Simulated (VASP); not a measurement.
Calculation: r2SCAN meta-GGA, VASP's PBE PAW potentials (set 64) (plane waves; VASP).

A VASP calculation is set up with these files.

KPOINTS:
```
Automatic
0
gamma
 12 12 8
0 0 0
```

### INCAR
```
ENCUT=480   # plane-wave cut-off (eV)
NELM=100   # most electronic steps
LASPH=.TRUE.   # aspherical one-centre terms
SYSTEM=Sc
LMIXTAU=.TRUE.
LMAXMIX=4
ISMEAR=1
LWAVE=.FALSE.
PREC=Accurate
LREAL=.FALSE.
SIGMA=0.1   # width (eV)
LCHARG=.FALSE.
ALGO=Normal   # blocked Davidson
METAGGA=R2SCAN
ISIF=2
EDIFF=1E-7
```

File POSCAR:
```
Sc
1.0
  1.6659464631  -2.8855038285   0.0000000000
  1.6659464631   2.8855038285   0.0000000000
  0.0000000000   0.0000000000   5.2912165859
Sc
2
Cart
  1.6659464631   0.9618365332   1.3228041465
  1.6659464631  -0.9618365332   3.9684124394
```

POTCAR, in this order: Sc_sv (PBE.64 set). Program: vasp_std.

The run wrote:

**OSZICAR**
```
       N       E                     dE             d eps       ncg     rms          rms(c)
DAV:   1     0.374285773775E+03    0.37429E+03   -0.11003E+04  2866   0.149E+03
DAV:   2    -0.517447315980E+01   -0.37946E+03   -0.37369E+03  4095   0.689E+02
DAV:   3    -0.285362833798E+02   -0.23362E+02   -0.22739E+02  4763   0.195E+02
DAV:   4    -0.289594028367E+02   -0.42312E+00   -0.41947E+00  4350   0.238E+01
DAV:   5    -0.289684232985E+02   -0.90205E-02   -0.89463E-02  4751   0.312E+00    0.954E+00
DAV:   6    -0.236103946050E+02    0.53580E+01   -0.73927E+00  3235   0.440E+01    0.203E+00
DAV:   7    -0.216321383567E+02    0.19783E+01   -0.14673E+00  3714   0.114E+01    0.101E+00
DAV:   8    -0.232138653746E+02   -0.15817E+01   -0.72355E-01  3473   0.708E+00    0.695E-01
DAV:   9    -0.227580070220E+02    0.45586E+00   -0.44917E-01  2864   0.784E+00    0.290E-01
DAV:  10    -0.226967473173E+02    0.61260E-01   -0.54488E-02  3876   0.341E+00    0.211E-01
DAV:  11    -0.227372239356E+02   -0.40477E-01   -0.49971E-03  3972   0.946E-01    0.178E-01
DAV:  12    -0.227046006526E+02    0.32623E-01   -0.25844E-02  2871   0.176E+00    0.601E-02
DAV:  13    -0.227066887234E+02   -0.20881E-02   -0.19828E-03  4093   0.665E-01    0.370E-02
DAV:  14    -0.227067162804E+02   -0.27557E-04   -0.43923E-05  3820   0.661E-02    0.365E-02
DAV:  15    -0.227065764709E+02    0.13981E-03   -0.43413E-06  4290   0.230E-02    0.357E-02
DAV:  16    -0.227069318030E+02   -0.35533E-03   -0.54850E-05  3522   0.928E-02    0.310E-02
DAV:  17    -0.227062806744E+02    0.65113E-03   -0.56008E-04  3522   0.241E-01    0.444E-02
DAV:  18    -0.227062632443E+02    0.17430E-04   -0.76428E-05  3652   0.117E-01    0.281E-02
DAV:  19    -0.227062456378E+02    0.17607E-04   -0.10866E-04  3613   0.123E-01    0.857E-03
DAV:  20    -0.227062462668E+02   -0.62906E-06   -0.58244E-05  3697   0.879E-02    0.153E-02
DAV:  21    -0.227062405181E+02    0.57487E-05   -0.15629E-05  3620   0.478E-02    0.808E-03
DAV:  22    -0.227062336591E+02    0.68589E-05   -0.25344E-06  3785   0.171E-02    0.738E-03
DAV:  23    -0.227062318425E+02    0.18167E-05   -0.27311E-06  3634   0.197E-02    0.373E-03
DAV:  24    -0.227062295610E+02    0.22814E-05   -0.32678E-07  2895   0.668E-03    0.242E-03
DAV:  25    -0.227062301577E+02   -0.59667E-06   -0.61772E-07  2986   0.922E-03    0.629E-04
DAV:  26    -0.227062286196E+02    0.15381E-05   -0.76021E-08  1635   0.506E-03    0.253E-04
DAV:  27    -0.227062284878E+02    0.13182E-06   -0.25474E-08  1516   0.355E-03    0.166E-04
DAV:  28    -0.227062288963E+02   -0.40850E-06   -0.10477E-08  1509   0.221E-03    0.101E-04
DAV:  29    -0.227062287341E+02    0.16215E-06   -0.36911E-09  1495   0.140E-03    0.124E-04
DAV:  30    -0.227062288276E+02   -0.93463E-07   -0.19059E-09  1467   0.765E-04
   1 F= -.22706229E+02 E0= -.22706117E+02  d E =-.335202E-03
```

### OUTCAR
```
------------------------ aborting loop because EDIFF is reached ----------------------------------------
  FORCE on cell =-STRESS in cart. coord.  units (eV):
  Direction    XX          YY          ZZ          XY          YZ          ZX
  --------------------------------------------------------------------------------------
  Total       -0.1630604     -0.1630604     -0.5717665      0.0000000      0.0000000      0.0000000
  in kB       -5.1355967     -5.1355964    -18.0078152      0.0000000      0.0000000      0.0000000
  external PRESSURE =      -9.4263361 kB  Pullay stress =       0.0000000 kB
  volume of cell :       50.87
      direct lattice vectors                 reciprocal lattice vectors
     1.665946463 -2.885503829  0.000000000     0.300129693 -0.173279964  0.000000000
     1.665946463  2.885503829  0.000000000     0.300129693  0.173279964  0.000000000
     0.000000000  0.000000000  5.291216586     0.000000000  0.000000000  0.188992453
 POSITION                                       TOTAL-FORCE (eV/Angst)
 -----------------------------------------------------------------------------------
      1.66595      0.96184      1.32280         0.000000      0.000000      0.000000
      1.66595     -0.96184      3.96841         0.000000      0.000000      0.000000
 -----------------------------------------------------------------------------------
    total drift:                                0.000000      0.000698     -0.000014
  FREE ENERGIE OF THE ION-ELECTRON SYSTEM (eV)
  ---------------------------------------------------
  free  energy   TOTEN  =       -22.7062288276 eV

  energy  without entropy=      -22.7058936252  energy(sigma->0) =      -22.70611709
```
(Selected blocks of OUTCAR.)

The compound is Sc in the hcp structure. This cell was strained or had an atom moved on purpose.
